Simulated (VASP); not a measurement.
AuAl₂ (fluorite): computed properties

Calculation: PBEsol GGA, VASP's PBE PAW potentials (set 64) (plane waves; VASP).

```yaml
space_group: Fm-3m (225)
cell: a = b = c = 6.0000 Å, α = β = γ = 90.00°
volume_per_atom: 18.00 Å^3/atom
band gap (over mesh and band path): none (metal, semimetal or under 0.01 eV)
density: 7.72 g/cm³
```

```
CELL_PARAMETERS angstrom
      0.00000     3.00000     3.00000
      3.00000     0.00000     3.00000
      3.00000     3.00000     0.00000
ATOMIC_POSITIONS crystal
  Al 0.25000 0.25000 0.25000
  Al 0.75000 0.75000 0.75000
  Au 0.00000 0.00000 0.00000
```

Unless said otherwise, spin-orbit coupling is left out, though it shifts the bands of the heavy elements here.

The compound is AuAl2 in the fluorite structure. The cell was not relaxed at this level. The electron count is odd and the run is not spin-polarised, which forces a metal.
